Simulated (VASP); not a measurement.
A convergence study with VASP on HgSe (zinc blende): one setting is varied, all else stays as given below, so the limit is that of these other settings. Each run relaxes cell and ions; the cell shown is the tightest run's result.

```xyz
2
Lattice="0.0000 3.1341 3.1341 3.1341 0.0000 3.1341 3.1341 3.1341 0.0000" Properties=species:S:1:pos:R:3 pbc="T T T"
Hg     0.0000     0.0000     0.0000
Se     1.5671     1.5671     1.5671
```

All values below come from PBE GGA, VASP's PBE PAW potentials (set 64) (plane waves; VASP). The tightest run used: 550 eV cut-off, 11×11×11 Γ-centred mesh, Gaussian smearing of 0.050 eV, potentials Hg Se.

The reference is 11×11×11 mesh, which took about 60 core-seconds. Costs are core time on shared hosts, one run each; read them as rough ratios.

Problem. Of the settings 2×2×2 mesh; 3×3×3 mesh; 4×4×4 mesh; 5×5×5 mesh; 6×6×6 mesh; 7×7×7 mesh; 8×8×8 mesh; 9×9×9 mesh; 10×10×10 mesh; 11×11×11 mesh, which is the lowest that keeps the difference from the reference in relaxed volume (Å³/atom) within 0.02 from there on, and what does it cost?

Solution. 7×7×7 mesh; its cost over the reference is within a factor of 2.
| setting | difference in relaxed volume (Å³/atom) | cost over the reference |
|---|---|---|
| 2×2×2 mesh | 3.334 | about 1/2 |
| 3×3×3 mesh | 0.773 | about 1/3 |
| 4×4×4 mesh | 0.226 | about 1/4 |
| 5×5×5 mesh | 0.077 | about 1/3 |
| 6×6×6 mesh | 0.030 | within a factor of 2 |
| 7×7×7 mesh | 0.013 | within a factor of 2 |
| 8×8×8 mesh | 0.006 | within a factor of 2 |
| 9×9×9 mesh | 0.002 | within a factor of 2 |
| 10×10×10 mesh | 0.001 | within a factor of 2 |
| 11×11×11 mesh | 0.000 | reference |

Left out are rungs that failed or repeat a setting and relaxations that didn't move; long series are thinned to 24 rows.

The compound is HgSe in the zinc blende structure.
